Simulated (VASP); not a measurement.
Runs of VASP 6.6.1 on Cs2AgBiBr6. It takes space group Fm-3m (No. 225, cubic). Conventional cell: a = 11.005 Å, b = 11.005 Å, c = 11.005 Å, α = 90.00°, β = 90.00°, γ = 90.00°. Cs (site symmetry -43m) has 12 Br at 3.89 Å as nearest neighbours. Ag (site symmetry m-3m) is surrounded by 6 Br at 2.69 Å. Around Bi (site symmetry m-3m) lie 6 Br at 2.81 Å. Br (site symmetry 4mm) is surrounded by 1 Ag at 2.69 Å and 1 Bi at 2.81 Å. 

```tsv
task	cell	gap on the mesh (eV)	pressure (GPa)
relaxation of the atoms	atoms relaxed	0.95	0.0
relaxation of the atoms	atoms relaxed from: a relaxed cell with its volume scaled by 0.94	(b)	2.4
relaxation of the atoms	atoms relaxed from: a relaxed cell with its volume scaled by 1.04	1.02	-1.2
relaxation of cell and atoms	relaxed	0.95	0.0
relaxation of the atoms	atoms relaxed from: a relaxed cell with its volume scaled by 1.02	0.98	-0.6
relaxation of the atoms	atoms relaxed from: a relaxed cell with its volume scaled by 0.98	0.92	0.7
relaxation of the atoms	atoms relaxed from: a relaxed cell with its volume scaled by 1.06	1.05	-1.6
relaxation of the atoms	atoms relaxed from: a relaxed cell with its volume scaled by 0.96	(a)	1.5
```

Alike in all rows: level LDA; potentials or basis VASP PAW LDA potentials, release 64 (Cs_sv, Ag, Bi_d, Br); no spin polarisation; k mesh 4 × 4 × 4; cutoff (eV) 600; smearing gaussian 0.03 eV.

Problem. Fill in the values left out.

Solution. (a) 0.88; (b) 0.84.

Caveats: spin-orbit coupling is left out, which as a rule narrows the gap of such compounds by several tenths of an eV; the relaxation stopped at its first step, so nothing moved (some runs).

A k mesh can miss the band edges, and the runs leave out spin-orbit coupling on Ag, Bi, Br, Cs.
